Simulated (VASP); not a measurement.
Given:

```xyz
2
Lattice="0.0000 3.3025 3.3025 3.3025 0.0000 3.3025 3.3025 3.3025 0.0000" Properties=species:S:1:pos:R:3 pbc="T T T"
Na     3.3025     3.3025     0.0000
I      3.3025     3.3025     3.3025
```

Level of theory: revTPSS meta-GGA, VASP's PBE PAW potentials (set 64) (plane waves; VASP 6.6.1). Numerical set-up: 520 eV cut-off, 7×7×7 Γ-centred mesh, Gaussian smearing of 0.050 eV, potentials Na_pv I.

Unless said otherwise, spin-orbit coupling is left out, though it shifts the bands of the heavy elements here.

**Question.** Estimate the energy per atom (σ→0), band gap (on the k-mesh) with the smallest direct gap where there is one.

**Answer.** 
The band gap (on the k-mesh) comes out as 3.84 eV and the smallest direct gap (on the k-mesh) is 3.84 eV. The energy per atom (σ→0) is 6.527 eV/atom.

Total energies compare only between runs with the same potentials, cut-off and functional.

The compound is NaI in the rock salt structure. This cell is one point of a volume scan, at 1.06 of the reference volume.
